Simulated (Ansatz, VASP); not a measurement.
# Rb2SnHgTe4: VASP beside Ansatz, part 2 of 2

Aim: how closely do two programs agree when they are given the same cell, functional and k mesh?

VASP 6.6.1 and Ansatz 0.2.0.

So far: Starting point; VASP: relaxation of cell and atoms, LDA.

**3. Ansatz: relaxation of cell and atoms, LDA**

Level of this step: Ansatz beside VASP: Kohn-Sham DFT, plane waves, LDA (Ansatz).

Ansatz runs on its default PAW (the set named soft_2) files.

The same cell, functional (in two slightly different forms), mesh and smearing now go to Ansatz, which takes its cutoff from its data sets.

Contents of input.yaml:

```yaml
crystal:
  lattice:
    - [-4.2829274481, 4.2829274481, 3.6209087673]
    - [4.2829274481, -4.2829274481, 3.6209087673]
    - [4.2829274481, 4.2829274481, -3.6209087673]
  atoms:
    - { symbol: Hg, position: [0.0, 0.0, 0.0] }
    - { symbol: Te, position: [0.918667993, 0.5642928414, 0.0] }
    - { symbol: Te, position: [0.081332007, 0.081332007, 0.6456248484] }
    - { symbol: Te, position: [0.5642928414, 0.918667993, 0.0] }
    - { symbol: Te, position: [0.4357071586, 0.4357071586, 0.3543751516] }
    - { symbol: Sn, position: [0.5, 0.5, 0.0] }
    - { symbol: Rb, position: [0.5, 0.0, 0.5] }
    - { symbol: Rb, position: [0.0, 0.5, 0.5] }
hamiltonian:
  xc: lda
  pseudopotentials: { kind: paw }
kpoints:
  mp_grid: { grid: [5, 5, 5] }
scf:
  occupations: { method: gaussian, width: 0.05 }
relax:
  f_tol: 0.01
  max_steps: 60
  cell: { stress_tol: 0.05 }
output:
  forces: true
  stress: true
```

Started as:

```console
$ ansatz run input.yaml --threads 4 --pin off --max-ram 9216MiB --backend cpu --events-out ev --progress --plain --runs-dir out
```

Numbers of over 12 decimals in the logs are rounded to 6 here.

What it wrote:

```text
Engine: ansatz 0.2.0, aarch64-unknown-linux-gnu
Pseudopotentials: kind: paw
Pseudopotential: Hg, paw, valence charge 20, recommended cutoff 420 eV (normal), Hg.paw.azcp
Pseudopotential: Te, paw, valence charge 16, recommended cutoff 420 eV (normal), Te.paw.azcp
Pseudopotential: Sn, paw, valence charge 14, recommended cutoff 420 eV (normal), Sn.paw.azcp
Pseudopotential: Rb, paw, valence charge 9, recommended cutoff 420 eV (normal), Rb.paw.azcp
Functional definition: SPW92
  exchange = slater_x
  correlation = pw_c
Crystal: 8 atoms, lattice volume = 265.680 Å³
Basis set: ecut = 420 eV, 5153 PW (Γ)
Bands: 70, of which v1, the nominal top of the filled ones, is band 58 counted from 1 (57 counted from 0)
Symmetry: 8 space group operations
Space group: I-42m (ITA 121), of the structure as read, at distance tolerance 6.4e-5 Å
k-points: 18 of 125 (time reversal used)
Non-local potential: Hg, projectors of the file, l = 0: 3, l = 1: 2, l = 2: 2, l = 3: 1
Non-local potential: Te, projectors of the file, l = 0: 2, l = 1: 2, l = 2: 2, l = 3: 2
Non-local potential: Sn, projectors of the file, l = 0: 2, l = 1: 2, l = 2: 2, l = 3: 2
Non-local potential: Rb, projectors of the file, l = 0: 3, l = 1: 2, l = 2: 2
PAW form: soft (Blöchl's): semilocal exchange-correlation on the pseudo side does not see the compensation charge
PAW frozen core: Hg, regenerated for the run's functional, and the local potential with it (the file was generated under x = pbe(κ = 0.804, μ = 0.219515), c = pbe(β = 0.066725))
PAW frozen core: Te, regenerated for the run's functional, and the local potential with it (the file was generated under x = pbe(κ = 0.804, μ = 0.219515), c = pbe(β = 0.066725))
PAW frozen core: Sn, regenerated for the run's functional, and the local potential with it (the file was generated under x = pbe(κ = 0.804, μ = 0.219515), c = pbe(β = 0.066725))
PAW frozen core: Rb, regenerated for the run's functional, and the local potential with it (the file was generated under x = pbe(κ = 0.804, μ = 0.219515), c = pbe(β = 0.066725))
PAW one-centre angular grid: Hg, 590 points (default); XC on 64 Gauss nodes
PAW one-centre angular grid: Te, 590 points (default); XC on 64 Gauss nodes
PAW one-centre angular grid: Sn, 590 points (default); XC on 64 Gauss nodes
PAW one-centre angular grid: Rb, 110 points (default); XC on 64 Gauss nodes
Initial density: superposition of atomic densities (neutral atoms: chi_scale 0, normalization atom), corrected by the library's trained network
Initial wavefunctions: pseudopotential atomic-orbital guess
Functional: x = slater, c = lda
SCF iter   1: F=—  HF=-53056.805638 eV  |F-HF|=—  |Δ(HF+E_count)|=         —  Δρ=4.88e-3  dr2=2.88e-2  ethr=1.77e-3  ⟨swp⟩=7.2  Hψ=5137  notcnv=0  defer=23
preconditioner: auto → Resta (q_TF=auto, 2.376 Å⁻¹)  ε∞=3.7  [insulator: Δε(μ)=0.643 eV  Ē_g=10.194 eV  σ=0.050 eV  W_gap=1.00  n_scr=70 (ndim 8)  ℏωp=16.7 eV  f_vac=0.000  D(μ)=0.00/eV (n_scr^D=0)  ε∞_Penn≈3.7]
SCF iter   2: F=—  HF=-53056.799017 eV  |F-HF|=—  |Δ(HF+E_count)|=   6.62e-3  Δρ=2.41e-3  dr2=6.58e-3  ethr=2.48e-5  ⟨swp⟩=2.2  Hψ=2193  notcnv=0  defer=64
SCF iter   3: F=—  HF=-53056.798392 eV  |F-HF|=—  |Δ(HF+E_count)|=   6.25e-4  Δρ=4.47e-4  dr2=3.70e-4  ethr=5.68e-6  ⟨swp⟩=2.8  Hψ=2304  notcnv=0  defer=64
SCF iter   4: F=—  HF=-53056.798423 eV  |F-HF|=—  |Δ(HF+E_count)|=   3.15e-5  Δρ=1.06e-4  dr2=3.46e-5  ethr=3.19e-7  ⟨swp⟩=2.4  Hψ=1843  notcnv=0  defer=64
SCF iter   5: F=—  HF=-53056.798611 eV  |F-HF|=—  |Δ(HF+E_count)|=   1.88e-4  Δρ=3.07e-5  dr2=3.21e-6  ethr=2.99e-8  ⟨swp⟩=2.0  Hψ=2178  notcnv=0  defer=64
SCF iter   6: F=—  HF=-53056.798611 eV  |F-HF|=—  |Δ(HF+E_count)|=   7.63e-8  Δρ=6.82e-6  dr2=1.75e-7  ethr=2.77e-9  ⟨swp⟩=2.0  Hψ=2178  notcnv=0  defer=64
SCF iter   7: F=-53056.798611 eV  HF=-53056.798611 eV  |F-HF|=8.05e-9  |Δ(HF+E_count)|=   1.44e-8  Δρ=1.73e-6  dr2=1.37e-8  ethr=8.62e-11  ⟨swp⟩=5.0  Hψ=4439  notcnv=0
SCF 1 converged in 7 iterations: F = -53056.798611 eV  dr2 = 1.37e-8
  greatest PAW one-centre occupation: 1.000 electrons in one spin orbital (limit 2), on the Hg atom at site 0 (counted from 0), in its partial waves of l = 0
relax step   1: F+E_penalty+E_count = -53056.79861146 eV  Δ(F+E_penalty+E_count) = +0.000e0 eV  max|allowed force component| = 1.628e-2 eV/Å  Δτ_max = 0.0000 Å  P = -0.047 GPa  Ω = 265.680 Å³  (7 SCF iters, dr2 threshold 1.00e-7 eV, accepted)
[...]
relax step   2: F+E_penalty+E_count = -53056.79899759 eV  Δ(F+E_penalty+E_count) = -3.861e-4 eV  max|allowed force component| = 7.244e-3 eV/Å  Δτ_max = 0.0043 Å  P = +0.035 GPa  Ω = 265.685 Å³  energy of the carried Pulay correction = -8.196e-7 eV  (4 SCF iters, dr2 threshold 5.02e-8 eV, accepted)
[...]
relax step   3: F+E_penalty+E_count = -53056.79898888 eV  Δ(F+E_penalty+E_count) = +8.716e-6 eV  max|allowed force component| = 7.239e-3 eV/Å  Δτ_max = 0.0000 Å  P = +0.035 GPa  Ω = 265.685 Å³  stress off target by 4.47e-2 GPa  SCF on the basis re-selected at this cell (its energy is not comparable with the rows above)  (5 SCF iters)
basis re-selected at this cell: Δ(F+E_penalty+E_count) = +8.716e-6 eV, ΔP = +0.000 GPa vs the last step (what re-selecting the basis moved, of the pressure what is left beyond the Pulay correction that the steps carried, after the strain that the cell walked since its last selection, with what the two solves' SCF thresholds leave and, on support functions, any second-order correction that the steps lacked; it is no m [...]
SCF converged after 5 iterations
Free energy (F): -53056.798989 eV
Harris-Foulkes:  -53056.798989 eV  (|F-HF|=7.28e-12)
Internal energy: -53056.798989 eV  (E = F + TS)
E sigma→0 (E₀):  -53056.798989 eV
Fermi energy:    7.733419 eV
--- Per-component energies (eV) ---
  E_band       = -1820.610326
  E_kinetic    = 1909.141166
  E_local      = -11541.867485  (includes V_loc(G=0)·N_el)
  E_nonlocal   = -809.912587
  E_hartree    = 6047.353367
  E_xc         = -1352.840726
  E_vxc        = -1054.848679  (∫ρ·V_xc dr)
  E_paw        = -36740.774366  (= ΣΔE_a)
  E_vpaw       = -2417.829611  (= ΣTr[D̂ρ^β])
  E_aug_tail   = 0.000020  (compensation charges beyond the density's cutoff)
  E_ewald      = -10572.156531
  E_core_change = 4.258154  (= ΣΔE_core)
  E_smearing   = -0.000000  (= −TS)
  E_closure    = 0.000000  (closes the sum)
  Σ components = -53056.798989   (vs F -53056.798989, Δ=0.00e0)
--- Forces (eV/Å), atoms counted from 1 ---
  atom   1  Hg     0.00000000    -0.00000000     0.00000000
  atom   2  Te    -0.00723866     0.00723866     0.00357598
  atom   3  Te    -0.00723866    -0.00723866    -0.00357598
  atom   4  Te     0.00723866    -0.00723866     0.00357598
  atom   5  Te     0.00723866     0.00723866    -0.00357598
  atom   6  Sn     0.00000000    -0.00000000     0.00000000
  atom   7  Rb    -0.00000000     0.00000000     0.00000000
  atom   8  Rb     0.00000000    -0.00000000     0.00000000
  max |Σ_I F_I| component: 3.21e-17 eV/Å
--- Stress (GPa, compression-positive) ---
        0.044737       0.000000       0.000000
        0.000000       0.044737       0.000000
        0.000000       0.000000       0.014899
  P = ⅓ Tr σ = 0.0348 GPa (0.348 kbar)
--- Relaxed structure (2 steps of the walk, 2 accepted, 1 SCFs on fresh bases) ---
  F+E_penalty+E_count = -53056.79898888 eV   max|allowed force component| = 7.239e-3 eV/Å   (the final SCF, on the basis selected at the relaxed cell)
  cell:  # Å, volume = 265.6850 Å³
    - [-4.286974, 4.286974, 3.614143]
    - [4.286974, -4.286974, 3.614143]
    - [4.286974, 4.286974, -3.614143]
  atoms:
    - { symbol: Hg, position: [0, 0, 0] }
    - { symbol: Te, position: [0.918425, 0.564745, 0.0] }
    - { symbol: Te, position: [0.081575, 0.081575, 0.646320] }
    - { symbol: Te, position: [0.564745, 0.918425, 0.0] }
    - { symbol: Te, position: [0.435255, 0.435255, 0.353680] }
    - { symbol: Sn, position: [0.500000, 0.500000, 0] }
    - { symbol: Rb, position: [0.500000, 0, 0.500000] }
    - { symbol: Rb, position: [0, 0.500000, 0.500000] }
```

The job ended after 24 s (4 threads of Arm Neoverse V2, shared host; peak memory 0.8 GiB; 90 s of CPU time).

**4. Side by side**

Known differences besides the potentials themselves: the two LDA forms differ slightly; both relaxations stop at a tolerance, which leaves soft axes loose, and VASP keeps its plane-wave basis; the data sets hold 116 valence electrons in Ansatz (default PAW (the set named soft_2) files) and 68 in VASP; the cutoff is 420 eV in Ansatz and 350 eV in VASP; VASP's log shows a relativistic correction to its local exchange, Ansatz's none; Ansatz adds a Pulay correction to the stress that steers its cell, VASP none. Total energies have different zeros and are not compared.

The two programs side by side:

```tsv
quantity	Ansatz	VASP	difference
volume (Å³)	265.68	265.42	+0.10 %
edge a after relaxation, in the typed setting (Å)	7.058	7.056	+0.03 %
```

The walks stopped with 0.03 GPa left in Ansatz and 0.00 GPa in VASP; each walk ends within a tolerance, so the volume difference is uncertain by about these residues over the bulk modulus, most in soft cells.

**5. What came out**

```json
{"difference in volume (relaxation of cell and atoms, LDA)": "0.10 %"}
```

What this shows: The difference in volume is 0.10 % (relaxation of cell and atoms, LDA), within the 1.2 % picked in this series as the mark of a large difference, as far as the stopping tolerances let one tell. Such differences can come from data sets, numerical settings and the points named under the comparisons, not from the functional's error against experiment.

[Lines on the potential files, build, host, timing and source positions are cut from VASP's logs without a mark.]

[Logs are printed without paths, hosts, clocks, repeated set-up lines and the standing remarks that a program may print on its own settings, such as how far it seeks lower states.]

[Hosts, paths, dates, database ids (printed as entryN), source tags and the programs' standing remarks are cut or masked in the printed files.]
